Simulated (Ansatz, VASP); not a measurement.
## KW: VASP beside Ansatz

File INCAR:

```
  PREC = Accurate
  ENCUT = 600
  EDIFF = 1E-7
  ISMEAR = 0
  SIGMA = 0.1
  LREAL = F
  LASPH = T
  NELM = 80
  ALGO = Normal
  ISIF = 3
  LWAVE = F
  LCHARG = F
  GGA = PE
  IBRION = 2
  NSW = 90
  EDIFFG = -0.04
```

The input KPOINTS:

```
Automatic mesh
0
Gamma
  9 9 4
```

The input POSCAR:

```
KW
1.0
    2.8416290015      0.0000000000      0.0000000000
   -1.4208145008      2.4609229034      0.0000000000
    0.0000000000      0.0000000000      6.3051858198
K W
1 1
Direct
    0.0000000000      0.0000000000      0.0000000000
    0.3333333333      0.6666666667      0.5000000000
```

Input for Ansatz:

```yaml
crystal:
  lattice:
    - [2.8416290015, 0.0, 0.0]
    - [-1.4208145008, 2.4609229034, 0.0]
    - [0.0, 0.0, 6.3051858198]
  atoms:
    - { symbol: K, position: [0.0, 0.0, 0.0] }
    - { symbol: W, position: [0.3333333333, 0.6666666667, 0.5] }
basis:
  ecutwfc: 420
kpoints:
  mp_grid: { grid: [9, 9, 4] }
hamiltonian:
  xc: pbe
scf:
  occupations: { method: gaussian, width: 0.1 }
  lower_state_search: "off"
output:
  forces: true
  stress: true
  eigenvalues: true
relax:
  adjacent_minimum: "off"
  f_tol: 0.04
  max_steps: 70
  cell: { stress_tol: 0.4 }
```

Alike in both runs: task relaxation of cell and atoms; functional PBE; k mesh 9 × 9 × 4; occupations gaussian, width 0.1 eV; no spin polarisation.

|  | VASP | Ansatz |
| --- | --- | --- |
| version | VASP 6.6.1 | Ansatz 0.2.0 |
| potentials or method | VASP PAW PBE potentials, release 64 (K_sv, W_sv) | scalar-relativistic, plane waves, PAW |
| plane-wave cutoff (eV) | 600 | 420 |
| valence electrons in the cell | 23 | 23 |

|  | VASP | Ansatz | Ansatz less VASP |
| --- | --- | --- | --- |
| gap on the k mesh at the Fermi level, each at its own relaxed structure (eV) | none | none | - |
| relaxed volume (Å³/atom) | 22.16 | 22.05 | -0.113 |
| relaxed cell length with the largest relative difference (Å) | 2.847 | 2.842 | -0.0057 |

A gap of «none» marks a metal or a gap that the smearing closes.

The runs have no spin-orbit coupling, so splittings on W are missing.
